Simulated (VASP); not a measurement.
```
CELL_PARAMETERS angstrom
     -1.59473     1.59473     3.91705
      1.59473    -1.59473     3.91705
      1.59473     1.59473    -3.91705
ATOMIC_POSITIONS crystal
  Si 0.66544 0.66544 0.00000
  Si 0.33456 0.33456 0.00000
  Mo 0.00000 0.00000 0.00000
```

Computed with revTPSS meta-GGA, VASP's PBE PAW potentials (set 64) (plane waves; VASP). Numerical set-up: 520 eV cut-off, 15×15×15 Γ-centred mesh, tetrahedra with Blöchl corrections, potentials Si Mo_sv.

Q: Tabulate the total density of states (states/eV per cell) against energy (eV; zero at the valence-band maximum or, without a gap, the Fermi level).

A: 
```
E (eV) | DOS (states/eV)
    -9.93 | ##### 0.72
    -9.81 | ##### 0.74
    -9.58 | ##### 0.75
    -9.46 | ##### 0.78
    -9.22 | ####### 1.15
    -9.10 | ####### 1.00
    -8.87 | ##### 0.78
    -8.75 | ###### 1.00
    -8.63 | ####### 1.09
    -8.40 | ###### 0.86
    -8.28 | ##### 0.81
    -8.04 | ##### 0.74
    -7.92 | ##### 0.71
    -7.69 | #### 0.64
    -7.57 | #### 0.61
    -7.45 | #### 0.58
    -7.22 | ### 0.52
    -7.10 | ### 0.51
    -6.86 | ### 0.48
    -6.75 | ### 0.47
    -6.51 | ### 0.54
    -6.39 | ##### 0.73
    -6.27 | ####### 1.05
    -6.04 | ######### 1.39
    -5.92 | ######## 1.30
    -5.68 | ####### 1.09
    -5.57 | ####### 1.07
    -5.33 | ######## 1.18
    -5.21 | ######### 1.32
    -5.09 | ####### 1.04
    -4.86 | #### 0.58
    -4.74 | #### 0.57
    -4.50 | ##### 0.79
    -4.38 | ###### 0.92
    -4.15 | ######## 1.16
    -4.03 | ######### 1.41
    -3.91 | ########### 1.68
    -3.68 | ########### 1.71
    -3.56 | ######### 1.37
    -3.32 | ######### 1.33
    -3.21 | ############ 1.92
    -2.97 | ############### 2.34
    -2.85 | ################# 2.63
    -2.62 | ########################## 3.92
    -2.50 | ############################ 4.30
    -2.38 | ############################## 4.61
    -2.14 | ########################### 4.16
    -2.03 | ####################### 3.54
    -1.79 | ############ 1.85
    -1.67 | ########## 1.60
    -1.44 | ######## 1.31
    -1.32 | ####### 1.13
    -1.20 | ####### 1.03
    -0.96 | ###### 0.97
    -0.85 | ###### 0.98
    -0.61 | ####### 1.00
    -0.49 | ###### 0.85
    -0.26 | ## 0.23
    -0.14 | # 0.22
    -0.02 | ## 0.25
     0.22 | ## 0.26
     0.33 | ## 0.27
     0.57 | #### 0.68
     0.69 | ##### 0.74
     0.92 | ###### 0.88
     1.04 | ###### 0.88
     1.16 | ###### 0.92
     1.40 | ######## 1.18
     1.51 | ######### 1.38
     1.75 | ############ 1.90
     1.87 | ############## 2.09
     2.10 | ################# 2.54
     2.22 | ################# 2.54
     2.34 | ################# 2.66
     2.58 | ############# 2.01
     2.69 | ########### 1.67
     2.93 | ########## 1.48
     3.05 | ########## 1.50
     3.28 | ############ 1.86
     3.40 | ############## 2.14
```
Within 2 eV below the Fermi level the largest weight inside VASP's projection spheres is Mo d, then Si p.

The compound is MoSi2 in the MoSi2 type structure. It was relaxed first.
